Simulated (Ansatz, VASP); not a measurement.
# TiO2 (Rutile) in two plane-wave programs, part 2 of 2

One calculation is typed for both programs; each brings its own data sets and cutoff. How far apart do they land?

VASP 6.6.1 and Ansatz 0.2.0.

So far: The starting structure; VASP: G0W0 gap, PBE.

### 3. Ansatz: G0W0 gap, PBE

Level of this step: Ansatz beside VASP: Kohn-Sham DFT, plane waves, PBE, G0W0 (Ansatz).

Ansatz runs on its default PAW (the set named soft_2) files.

The same cell, functional and mesh now go to Ansatz, which takes its cutoff from its data sets.

Contents of input.yaml:

```yaml
crystal:
  lattice:
    - [4.5458109698, 0.0, 0.0]
    - [0.0, 4.5458109698, 0.0]
    - [0.0, 0.0, 2.9275252302]
  atoms:
    - { symbol: Ti, position: [0.5, 0.5, 0.5] }
    - { symbol: Ti, position: [0.0, 0.0, 0.0] }
    - { symbol: O, position: [0.8040255103, 0.1959744897, 0.5] }
    - { symbol: O, position: [0.6959744897, 0.6959744897, 0.0] }
    - { symbol: O, position: [0.1959744897, 0.8040255103, 0.5] }
    - { symbol: O, position: [0.3040255103, 0.3040255103, 0.0] }
hamiltonian:
  xc: pbe
  pseudopotentials: { kind: paw }
kpoints:
  mp_grid: { grid: [4, 4, 4] }
scf:
  occupations: { method: fixed }
gw:
  n_empty_bands: 168
  ecut_chi: 120.0
  qp_bands: [v2, c2]
  qp_kpoints: band_edges
  screening: { model: contour_deformation }
```

Started as:

```
$ ansatz run input.yaml --threads 4 --pin off --max-ram 9216MiB --backend cpu --events-out ev --progress --plain --runs-dir out
```

Numbers of over 12 decimals in the logs are rounded to 6 here.

The log of the run:

```text
Engine: ansatz 0.2.0, aarch64-unknown-linux-gnu
Pseudopotentials: kind: paw
Pseudopotential: Ti, paw, valence charge 12, recommended cutoff 420 eV (normal), Ti.paw.azcp
Pseudopotential: O, paw, valence charge 6, recommended cutoff 420 eV (normal), O.paw.azcp
Functional definition: PBE
  parameter kappa = 0.804
  parameter beta = 0.066725
  exchange = pbe_x(kappa = kappa, mu = beta*pi^2/3)
  correlation = pbe_c(beta = beta)
Crystal: 6 atoms, lattice volume = 60.496 Å³
Basis set: ecut = 420 eV, 1169 PW (Γ)
Bands: 30, of which v1, the nominal top of the filled ones, is band 24 counted from 1 (23 counted from 0)
Symmetry: 16 space group operations
Space group: P42/mnm (ITA 136), of the structure as read, at distance tolerance 3.9e-5 Å
k-points: 18 of 64
Non-local potential: Ti, projectors of the file, l = 0: 3, l = 1: 2, l = 2: 3, l = 3: 1
Non-local potential: O, projectors of the file, l = 0: 2, l = 1: 2, l = 2: 1
PAW form: soft (Blöchl's): semilocal exchange-correlation on the pseudo side does not see the compensation charge
PAW one-centre angular grid: Ti, 590 points (default); XC on 64 Gauss nodes
PAW one-centre angular grid: O, 110 points (default); XC on 64 Gauss nodes
Initial density: superposition of atomic densities (neutral atoms: chi_scale 0, normalization atom), corrected by the library's trained network
Initial wavefunctions: pseudopotential atomic-orbital guess
Functional: x = pbe(κ = 0.804, μ = 0.219515), c = pbe(β = 0.066725)
SCF iter   1: F=—  HF=-7277.158565 eV  |F-HF|=—  |Δ(HF+E_count)|=         —  Δρ=2.01e-3  dr2=1.10e-3  ethr=1.77e-3  ⟨swp⟩=3.8  Hψ=2010  notcnv=0  defer=43
preconditioner: auto → Resta (q_TF=auto, 2.625 Å⁻¹)  ε∞=8.9  [insulator: Δε(μ)=1.918 eV  Ē_g=9.624 eV  n_scr=18 (ndim 8)  ℏωp=27.0 eV  f_vac=0.015  ε∞_Penn≈8.9]
SCF iter   2: F=—  HF=-7277.159317 eV  |F-HF|=—  |Δ(HF+E_count)|=   7.51e-4  Δρ=1.12e-3  dr2=3.51e-4  ethr=2.29e-6  ⟨swp⟩=2.4  Hψ=984  notcnv=0  defer=72
SCF iter   3: F=—  HF=-7277.159735 eV  |F-HF|=—  |Δ(HF+E_count)|=   4.18e-4  Δρ=6.37e-4  dr2=2.24e-4  ethr=7.31e-7  ⟨swp⟩=2.1  Hψ=859  notcnv=0  defer=72
SCF iter   4: F=—  HF=-7277.159747 eV  |F-HF|=—  |Δ(HF+E_count)|=   1.19e-5  Δρ=1.12e-4  dr2=7.17e-6  ethr=4.67e-7  ⟨swp⟩=2.1  Hψ=714  notcnv=0  defer=31
SCF iter   5: F=—  HF=-7277.159751 eV  |F-HF|=—  |Δ(HF+E_count)|=   3.93e-6  Δρ=3.46e-5  dr2=6.16e-7  ethr=1.49e-8  ⟨swp⟩=2.0  Hψ=793  notcnv=0  defer=29
SCF iter   6: F=-7277.159751 eV  HF=-7277.159751 eV  |F-HF|=6.74e-8  |Δ(HF+E_count)|=   1.56e-7  Δρ=1.15e-5  dr2=8.25e-8  ethr=2.08e-10  ⟨swp⟩=7.8  Hψ=1692  notcnv=0
SCF 1 converged in 6 iterations: F = -7277.159751 eV  dr2 = 8.25e-8
  greatest PAW one-centre occupation: 0.999 electrons in one spin orbital (limit 2), on the Ti atom at site 1 (counted from 0), in its partial waves of l = 0
NSCF: frozen V_eff on 18 k-points
G₀W₀ screening: q 1/18
G₀W₀ screening: q 2/18 (q-point 5)
G₀W₀ screening: q 3/18 (q-point 11)
G₀W₀ screening: q 4/18 (q-point 14)
G₀W₀ screening: q 5/18 (q-point 4)
G₀W₀ screening: q 6/18
G₀W₀ screening: q 7/18 (q-point 8)
G₀W₀ screening: q 8/18 (q-point 10)
G₀W₀ screening: q 9/18 (q-point 12)
G₀W₀ screening: q 10/18 (q-point 13)
G₀W₀ screening: q 11/18 (q-point 15)
G₀W₀ screening: q 12/18 (q-point 2)
G₀W₀ screening: q 13/18 (q-point 7)
G₀W₀ screening: q 14/18 (q-point 9)
G₀W₀ screening: q 15/18 (q-point 17)
G₀W₀ screening: q 16/18 (q-point 3)
G₀W₀ screening: q 17/18 (q-point 16)
G₀W₀ screening: q 18/18
G₀W₀ self-energy: k 1/14
G₀W₀ self-energy: k 2/14
G₀W₀ self-energy: k 3/14
G₀W₀ self-energy: k 4/14
G₀W₀ self-energy: k 5/14
G₀W₀ self-energy: k 6/14
G₀W₀ self-energy: k 7/14
G₀W₀ self-energy: k 8/14
G₀W₀ self-energy: k 9/14
G₀W₀ self-energy: k 10/14
G₀W₀ self-energy: k 11/14
G₀W₀ self-energy: k 12/14
G₀W₀ self-energy: k 13/14
G₀W₀ self-energy: k 14/14
SCF converged after 6 iterations
Free energy (F): -7277.159751 eV
Harris-Foulkes:  -7277.159751 eV  (|F-HF|=6.74e-8)
Internal energy: -7277.159751 eV  (E = F + TS)
E sigma→0 (E₀):  -7277.159751 eV
Fermi energy:    9.623377 eV
--- Per-component energies (eV) ---
  E_band       = -369.250398
  E_kinetic    = 1252.309300
  E_local      = -3032.150427  (includes V_loc(G=0)·N_el)
  E_nonlocal   = 196.734203
  E_hartree    = 1158.193291
  E_xc         = -494.058720
  E_vxc        = -625.861723  (∫ρ·V_xc dr)
  E_paw        = -2722.763894  (= ΣΔE_a)
  E_vpaw       = -476.672308  (= ΣTr[D̂ρ^β])
  E_aug_tail   = 0.010283  (compensation charges beyond the density's cutoff)
  E_ewald      = -3635.433788
  E_smearing   = -0.000000  (= −TS)
  E_closure    = 0.000000  (closes the sum)
  Σ components = -7277.159751   (vs F -7277.159751, Δ=0.00e0)
--- Band table (eV; the first three rows and the last of 18) ---
  k-point 0: bands = [... 20 lower, 8.9182, 9.1622, 9.1622, 9.6234, 11.5531, 11.8609, 12.1076, 12.2206, ... 2 higher]
  k-point 1: bands = [... 20 lower, 7.8113, 8.1003, 8.1003, 9.1119, 11.9417, 12.2721, 12.5707, 12.8765, ... 2 higher]
  k-point 2: bands = [... 20 lower, 7.1209, 7.1209, 8.1746, 8.1746, 12.7273, 12.7273, 12.9402, 12.9402, ... 2 higher]
  k-point 17: bands = [... 20 lower, 8.2632, 8.2632, 8.9512, 8.9512, 12.3246, 12.3246, 12.9500, 12.9500, ... 2 higher]
--- G₀W₀: contour deformation, 7 samples at zero and on the imaginary axis and 1 off it, 64 q-points, 168 empty bands' worth ---
  eigenvalues of the whole cell's RPA ε∞ on this k-mesh (on a slab, of 1 + 4πα/V) = 7.2584, 7.2584, 8.9134; static W/v taken at q = 0 is 0.123443
  bands read: the sum over 192 bands ends inside a degenerate multiplet in 1 slot, whose members it reads at an even weight; the widest, k=1: bands 192 to 193 (counted from 1) at 1/2 each
  gw.qp_kpoints: band_edges: 14 of 18 stored k-points solved, in 1 pass; an edge of the gap read off the rows below is read off those points alone
    valence top: of the k-points left out ik 7 came nearest to being solved in a further pass, in band 24 (counted from 1, as in the quasiparticle table): it holds the edge there only if its correction is more favourable than any solved in that band by at least 0.876 eV; those differ by 0.137 eV
    conduction bottom: of the k-points left out ik 5 came nearest to being solved in a further pass, in band 26 (counted from 1, as in the quasiparticle table): it holds the edge there only if its correction is more favourable than any solved in that band by at least 0.558 eV; those differ by 0.158 eV
    ik  band        ε_KS         Σx   Σc(E_QP)       V_xc       Z   E_QP_lin       E_QP  E_QP is
     0    23      9.1622   -26.3203     4.5386   -21.6677  0.7228     9.0481     9.0483  root
     0    24      9.6234   -26.2272     4.7226   -21.4051  0.7117     9.5236     9.5238  root
     0    25     11.5531   -13.3850    -6.9825   -21.7073  0.7239    12.9352    12.8930  root
     0    26     11.8609   -13.4389    -6.6609   -21.3452  0.7251    13.1424    13.1063  root
     1    23      8.1003   -25.4800     4.1991   -21.1671  0.7189     7.9861     7.9864  root
     1    24      9.1119   -25.5442     4.8329   -20.5466  0.7072     8.9466     8.9472  root
     1    25     11.9417   -13.5066    -7.1535   -21.9292  0.7121    13.2518    13.2108  root
     1    26     12.2721   -14.0199    -7.1402   -22.5337  0.7160    13.6948    13.6457  root
     2    23      8.1746   -25.9007     4.9871   -20.6776  0.7046     7.9372     7.9385  root
     2    24      8.1746   -25.9007     4.9871   -20.6776  0.7046     7.9372     7.9385  root
     2    25     12.7273   -14.6275    -7.0253   -22.8903  0.6929    14.0132    13.9648  root
     2    26     12.7273   -14.6275    -7.0253   -22.8903  0.6929    14.0132    13.9648  root
     3    23      8.7694   -25.7317     4.5846   -21.0222  0.7114     8.6443     8.6446  root
     3    24      9.3799   -26.0474     4.8030   -21.1103  0.7103     9.2454     9.2458  root
     3    25     11.8672   -13.7533    -6.8721   -21.9264  0.7181    13.2110    13.1683  root
     3    26     12.2037   -13.6711    -6.7538   -21.6440  0.7143    13.4618    13.4227  root
     4    23      8.2564   -25.0771     4.4989   -20.4306  0.7038     8.1083     8.1088  root
     4    24      9.0630   -25.7881     4.8760   -20.7466  0.7076     8.8968     8.8974  root
     4    25     11.8944   -13.3676    -7.0900   -21.7274  0.7157    13.2044    13.1642  root
     4    26     12.6228   -14.3123    -7.2002   -22.8534  0.7053    14.0165    13.9637  root
     6    23      8.8479   -25.6428     4.8824   -20.5796  0.7052     8.6664     8.6671  root
     6    24      8.8479   -25.6428     4.8824   -20.5796  0.7052     8.6664     8.6671  root
     6    25     12.2614   -13.8307    -6.9494   -22.0408  0.7099    13.5664    13.5220  root
     6    26     12.2614   -13.8307    -6.9494   -22.0408  0.7099    13.5664    13.5220  root
[...]
15    23      8.5397   -26.2807     4.6264   -21.4758  0.7234     8.3605     8.3611  root
    15    24      8.5397   -26.2807     4.6264   -21.4758  0.7234     8.3605     8.3611  root
    15    25     11.5955   -13.5919    -6.8105   -21.7295  0.7260    12.9629    12.9226  root
    15    26     11.5955   -13.5919    -6.8105   -21.7295  0.7260    12.9629    12.9226  root
    17    23      8.9512   -26.3629     4.7671   -21.4319  0.7167     8.7867     8.7872  root
    17    24      8.9512   -26.3629     4.7671   -21.4319  0.7167     8.7867     8.7872  root
    17    25     12.3246   -13.8756    -6.8925   -21.9836  0.7060    13.5806    13.5401  root
    17    26     12.3246   -13.8756    -6.8925   -21.9836  0.7060    13.5806    13.5401  root
```

Run time: 39 s. Hardware: 4 threads of Arm Neoverse V2, shared host; peak memory 0.55 GiB.

In the SCF lines HF is the Harris–Foulkes energy and dr2 the Hartree energy of the density residual, in eV; the loop may stop once dr2 is under the threshold and the program's other checks hold. Hψ counts applications of the Hamiltonian.

### 4. Differences

Known differences besides the potentials themselves: the two programs' PAW sets differ in cores and partial waves; the cutoff is 420 eV in Ansatz and 440 eV in VASP; Ansatz integrates over frequency by contour deformation, VASP on a grid of NOMEGA points. Total energies have different zeros and are not compared.

Compared:

| quantity | Ansatz | VASP | difference |
| --- | --- | --- | --- |
| G0W0 gap on the mesh (eV) | 3.34 | 3.51 | -0.17 |
| PBE gap under it (eV) | 1.93 | 1.92 | +0.01 |

### 5. Other set-ups

Further runs change the set-up of one program: Ansatz's method, potentials or start, or VASP's data sets, cutoff or form of LDA. The table gives Ansatz less VASP for each quantity, since a change that brings one quantity closer may part another.

| run | G0W0 gap on the mesh (eV) | PBE gap under it (eV) |
| --- | --- | --- |
| as above | -0.17 | 0.011 |
| Ansatz's larger PAW set (cutoff 910 eV) | -0.17 | 0.0033 |
| norm-conserving potentials (cutoff 1240 eV) | -0.15 | 0.011 |

### 6. Outcome

* difference in G0W0 gap on the mesh (G0W0 gap, PBE): -0.17 eV

**Reading.** The difference in G0W0 gap on the mesh is -0.17 eV (G0W0 gap, PBE), beyond the 0.15 eV picked in this series as the mark of a large difference. G0W0 gap, PBE, Ansatz's larger PAW set (cutoff 910 eV): the difference in PBE gap under it goes from 0.011 to 0.0033 eV. How closely two codes agree says nothing of how well the functional describes the real material.

[Lines on the potential files, build, host, timing and source positions are cut from VASP's logs without a mark.]

[Logs are printed without paths, hosts, clocks, repeated set-up lines and the standing remarks that a program may print on its own settings, such as how far it seeks lower states.]

[Hosts, paths, dates, database ids (printed as entryN), source tags and the programs' standing remarks are cut or masked in the printed files.]
